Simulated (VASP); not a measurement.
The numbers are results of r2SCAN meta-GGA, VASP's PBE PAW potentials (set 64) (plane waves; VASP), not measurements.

VASP input:

**INCAR**
```
EDIFF = 1E-7   # SCF stop (eV)
METAGGA = R2SCAN
NEDOS = 601   # DOS grid
SYSTEM = MgZn3S4
LWAVE = F
LORBIT = 11   # lm-projected
LMAXMIX = 4
ISIF = 2   # forces and stress, cell fixed
ALGO = Normal   # blocked Davidson
LREAL = F
LASPH = T   # aspherical one-centre terms
NELM = 100
PREC = Accurate
LMIXTAU = T
LCHARG = F
ISMEAR = -5
ENCUT = 400
```

KPOINTS_OPT:
```
k-points along high-symmetry lines
10
Line-mode
Reciprocal
  0.000000   0.000000   0.000000 ! GAMMA
  0.000000   0.500000   0.000000 ! X

  0.000000   0.500000   0.000000 ! X
  0.500000   0.500000   0.000000 ! M

  0.500000   0.500000   0.000000 ! M
  0.000000   0.000000   0.000000 ! GAMMA

  0.000000   0.000000   0.000000 ! GAMMA
  0.500000   0.500000   0.500000 ! R

  0.500000   0.500000   0.500000 ! R
  0.000000   0.500000   0.000000 ! X

  0.500000   0.500000   0.500000 ! R
  0.500000   0.500000   0.000000 ! M
```

File POSCAR:
```
MgZn3S4
1
    5.4489299783    -0.0000000000    -0.0000000000
   -0.0000000000     5.4489299783     0.0000000000
    0.0000000000     0.0000000000     5.4489299783
Mg Zn S
1 3 4
Direct
  0.5000000000   0.5000000000   0.5000000000
  1.0000000000   0.0000000000   0.5000000000
  0.5000000000   0.0000000000   0.0000000000
  1.0000000000   0.5000000000   0.0000000000
  0.7561727823   0.7561727823   0.2438272177
  0.7561727823   0.2438272177   0.7561727823
  0.2438272177   0.2438272177   0.2438272177
  0.2438272177   0.7561727823   0.7561727823
```

KPOINTS:
```
kpoints
0
gamma
 5 5 5
0 0 0
```

POTCAR, in this order: Mg Zn S (PBE.64 set). Program: vasp_std.

What VASP printed:

File OSZICAR:
```
       N       E                     dE             d eps       ncg     rms          rms(c)
DAV:   1     0.388219459255E+03    0.38822E+03   -0.25074E+04   740   0.159E+03
DAV:   2    -0.301487832631E+02   -0.41837E+03   -0.40401E+03   800   0.373E+02
DAV:   3    -0.811974597200E+02   -0.51049E+02   -0.50637E+02   845   0.134E+02
DAV:   4    -0.829224575714E+02   -0.17250E+01   -0.17215E+01   910   0.258E+01
DAV:   5    -0.829481762411E+02   -0.25719E-01   -0.25711E-01   890   0.308E+00    0.133E+01
DAV:   6    -0.746244622610E+02    0.83237E+01   -0.71792E+00   938   0.599E+01    0.124E+01
DAV:   7    -0.706898583103E+02    0.39346E+01   -0.27601E+00   785   0.143E+01    0.635E+00
DAV:   8    -0.732629374493E+02   -0.25731E+01   -0.18526E+00   775   0.709E+00    0.250E+00
DAV:   9    -0.716150786852E+02    0.16479E+01   -0.79916E-01   765   0.577E+00    0.128E+00
DAV:  10    -0.718817488068E+02   -0.26667E+00   -0.26311E-01   755   0.343E+00    0.365E-01
DAV:  11    -0.719406150921E+02   -0.58866E-01   -0.38129E-02   800   0.132E+00    0.266E-01
DAV:  12    -0.719381185222E+02    0.24966E-02   -0.95612E-03   770   0.674E-01    0.102E-01
DAV:  13    -0.719444520071E+02   -0.63335E-02   -0.36462E-03   775   0.415E-01    0.502E-02
DAV:  14    -0.719446959084E+02   -0.24390E-03   -0.14897E-03   786   0.314E-01    0.347E-02
DAV:  15    -0.719449644016E+02   -0.26849E-03   -0.48612E-04   775   0.160E-01    0.289E-02
DAV:  16    -0.719451674700E+02   -0.20307E-03   -0.13546E-04   805   0.964E-02    0.344E-02
DAV:  17    -0.719454400848E+02   -0.27261E-03   -0.45425E-05   795   0.510E-02    0.495E-03
DAV:  18    -0.719454998940E+02   -0.59809E-04   -0.18302E-05   817   0.314E-02    0.280E-03
DAV:  19    -0.719455091453E+02   -0.92514E-05   -0.47874E-06   788   0.156E-02    0.257E-03
DAV:  20    -0.719455091356E+02    0.97498E-08   -0.34119E-07   785   0.406E-03
   1 F= -.71945509E+02 E0= -.71945509E+02  d E =0.000000E+00
       N       E                     dE             ncg
       N       E                     dE             ncg
       N       E                     dE             ncg
       N       E                     dE             ncg
       N       E                     dE             ncg
       N       E                     dE             ncg
```

### OUTCAR
```
------------------------ aborting loop because EDIFF is reached ----------------------------------------
  FORCE on cell =-STRESS in cart. coord.  units (eV):
  Direction    XX          YY          ZZ          XY          YZ          ZX
  --------------------------------------------------------------------------------------
  Total       -0.0165537     -0.0165537     -0.0165537     -0.0000000      0.0000000     -0.0000000
  in kB       -0.1639356     -0.1639356     -0.1639356     -0.0000000      0.0000000     -0.0000000
  external PRESSURE =      -0.1639356 kB  Pullay stress =       0.0000000 kB
  volume of cell :      161.78
      direct lattice vectors                 reciprocal lattice vectors
     5.448929978  0.000000000  0.000000000     0.183522270  0.000000000  0.000000000
     0.000000000  5.448929978  0.000000000     0.000000000  0.183522270  0.000000000
     0.000000000  0.000000000  5.448929978     0.000000000  0.000000000  0.183522270
 POSITION                                       TOTAL-FORCE (eV/Angst)
 -----------------------------------------------------------------------------------
      2.72446      2.72446      2.72446         0.000000      0.000000      0.000000
      0.00000      0.00000      2.72446         0.000000      0.000000      0.000000
      2.72446      0.00000      0.00000         0.000000      0.000000      0.000000
      0.00000      2.72446      0.00000         0.000000      0.000000      0.000000
      4.12033      4.12033      1.32860        -0.009448     -0.009448      0.009448
      4.12033      1.32860      4.12033        -0.009448      0.009448     -0.009448
      1.32860      1.32860      1.32860         0.009448      0.009448      0.009448
      1.32860      4.12033      4.12033         0.009448     -0.009448     -0.009448
 -----------------------------------------------------------------------------------
    total drift:                                0.000000      0.000000     -0.000000
  FREE ENERGIE OF THE ION-ELECTRON SYSTEM (eV)
  ---------------------------------------------------
  free  energy   TOTEN  =       -71.9455091356 eV

  energy  without entropy=      -71.9455091356  energy(sigma->0) =      -71.94550914

 total charge

# of ion       s       p       d       tot
------------------------------------------
    1        0.161   0.155   0.040   0.356
    2        0.497   0.471   9.817  10.785
    3        0.497   0.471   9.817  10.785
    4        0.497   0.471   9.817  10.785
    5        1.301   2.487   0.000   3.789
    6        1.301   2.487   0.000   3.789
    7        1.301   2.487   0.000   3.789
    8        1.301   2.487   0.000   3.789
--------------------------------------------------
tot          6.857  11.519  29.491  47.867
```
(Selected blocks of OUTCAR.)

OUTCAR:
```
 val. band max:        1.6563345335   @ k =   0.0000   0.0000   0.0000

 cond. band min:       4.6251154601   @ k =   0.0000   0.0000   0.0000


 Fermi energy:         1.6648833628

 k-point     1 :       0.0000    0.0000    0.0000
  band No.  band energies     occupation
      1     -11.5943      2.00000
      2     -10.3854      2.00000
      3     -10.3854      2.00000
      4     -10.3854      2.00000
      5      -4.5239      2.00000
      6      -4.5239      2.00000
      7      -4.5239      2.00000
      8      -4.4972      2.00000
      9      -4.4360      2.00000
     10      -4.4360      2.00000
     11      -4.2759      2.00000
     12      -4.2759      2.00000
     13      -4.2759      2.00000
     14      -4.0427      2.00000
     15      -4.0427      2.00000
     16      -4.0160      2.00000
     17      -3.9595      2.00000
     18      -3.9595      2.00000
     19      -3.9595      2.00000
     20      -2.9280      2.00000
     21      -2.9280      2.00000
     22      -1.8275      2.00000
     23      -0.3728      2.00000
     24      -0.3727      2.00000
     25      -0.3727      2.00000
     26      -0.3381      2.00000
     27      -0.3381      2.00000
     28      -0.3381      2.00000
     29       1.6563      2.00000
     30       1.6563      2.00000
     31       1.6563      2.00000
     32       4.6251      0.00000
     33       5.4975      0.00000
     34       5.4975      0.00000
     35       5.4975      0.00000
     36       6.2059      0.00000
     37       6.2059      0.00000

 k-point     2 :       0.2000    0.0000    0.0000
  band No.  band energies     occupation
      1     -11.4968      2.00000
      2     -10.5197      2.00000
      3     -10.3830      2.00000
      4     -10.3830      2.00000
      5      -4.5407      2.00000
      6      -4.5113      2.00000
      7      -4.5113      2.00000
      8      -4.4757      2.00000
      9      -4.4340      2.00000
     10      -4.4081      2.00000
     11      -4.3089      2.00000
...
```

The structure comes from a computed database's MgZn3S4 entry (P-43m); how it stands against other phases isn't given here. It was relaxed first.
